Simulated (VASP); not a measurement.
These are LDA (Ceperley-Alder, Perdew-Zunger), VASP's LDA PAW potentials (set 64) (plane waves; VASP) values and carry that method's errors.

Input for VASP

KPOINTS:
```
Automatic mesh
0
G
 8 8 8
```

### INCAR
```
# general
SYSTEM=KF
PREC  =Accurate
ENCUT =520   # plane-wave cut-off (eV)
LREAL =.FALSE.   # projection in real space or not
LASPH =.TRUE.   # aspherical one-centre terms

# electronic loop
EDIFF =1E-6   # SCF stop (eV)
NELM  =100   # most electronic steps
ALGO  =Normal

# smearing
ISMEAR=0   # Gaussian
SIGMA =0.05

# ions
IBRION=2   # conjugate gradients
NSW   =60
ISIF  =3
EDIFFG=-0.01

# output
LWAVE =.FALSE.
LCHARG=.FALSE.
```

File POSCAR:
```
KF
1.0
  0.0000000000   2.5861563511   2.5861563511
  2.5861563511   0.0000000000   2.5861563511
  2.5861563511   2.5861563511   0.0000000000
K F
1 1
Cartesian
  0.0000000000   2.5861563511   2.5861563511
  2.5861563511   2.5861563511   2.5861563511
```

POTCAR, in this order: K_sv F (LDA.64 set). Program: vasp_std.

The run wrote:

OSZICAR:
```
       N       E                     dE             d eps       ncg     rms          rms(c)
DAV:   1     0.126669723260E+03    0.12667E+03   -0.85629E+03   696   0.132E+03
DAV:   2    -0.491909435914E+01   -0.13159E+03   -0.11856E+03   852   0.347E+02
DAV:   3    -0.101205741692E+02   -0.52015E+01   -0.51775E+01   908   0.666E+01
DAV:   4    -0.102516707636E+02   -0.13110E+00   -0.13103E+00  1036   0.101E+01
DAV:   5    -0.102536104898E+02   -0.19397E-02   -0.19397E-02   904   0.118E+00    0.632E+00
DAV:   6    -0.914048178942E+01    0.11131E+01   -0.39392E+00   760   0.195E+01    0.461E+00
DAV:   7    -0.909605531360E+01    0.44426E-01   -0.13050E-01   932   0.323E+00    0.286E+00
DAV:   8    -0.907163781612E+01    0.24417E-01   -0.46214E-02   768   0.254E+00    0.210E-01
DAV:   9    -0.907177355494E+01   -0.13574E-03   -0.51434E-03  1028   0.594E-01    0.109E-01
DAV:  10    -0.907186067907E+01   -0.87124E-04   -0.63893E-04   852   0.288E-01    0.524E-02
DAV:  11    -0.907184083241E+01    0.19847E-04   -0.82506E-05   856   0.103E-01    0.140E-02
DAV:  12    -0.907184203178E+01   -0.11994E-05   -0.23344E-06   780   0.168E-02    0.337E-03
DAV:  13    -0.907184205627E+01   -0.24488E-07   -0.24431E-07   544   0.590E-03
   1 F= -.90718421E+01 E0= -.90718421E+01  d E =-.907184E+01
```

### OUTCAR
```
------------------------ aborting loop because EDIFF is reached ----------------------------------------
  FORCE on cell =-STRESS in cart. coord.  units (eV):
  Direction    XX          YY          ZZ          XY          YZ          ZX
  --------------------------------------------------------------------------------------
  Total       -0.0033497     -0.0033497     -0.0033497     -0.0000000     -0.0000000      0.0000000
  in kB       -0.1551389     -0.1551389     -0.1551389     -0.0000000     -0.0000000      0.0000000
  external PRESSURE =      -0.1551389 kB  Pullay stress =       0.0000000 kB
  volume of cell :       34.59
      direct lattice vectors                 reciprocal lattice vectors
     0.000000000  2.586156351  2.586156351    -0.193337112  0.193337112  0.193337112
     2.586156351  0.000000000  2.586156351     0.193337112 -0.193337112  0.193337112
     2.586156351  2.586156351  0.000000000     0.193337112  0.193337112 -0.193337112
  FREE ENERGIE OF THE ION-ELECTRON SYSTEM (eV)
  ---------------------------------------------------
  free  energy   TOTEN  =        -9.0718420563 eV

  energy  without entropy=       -9.0718420563  energy(sigma->0) =       -9.07184206

 reached required accuracy - stopping structural energy minimisation
```
(Selected blocks of OUTCAR.)

The structure comes from a computed database's KF entry (Fm-3m); how it stands against other phases isn't given here. It was relaxed first, which changed the volume by -8 %. The start is the result of an earlier pass.
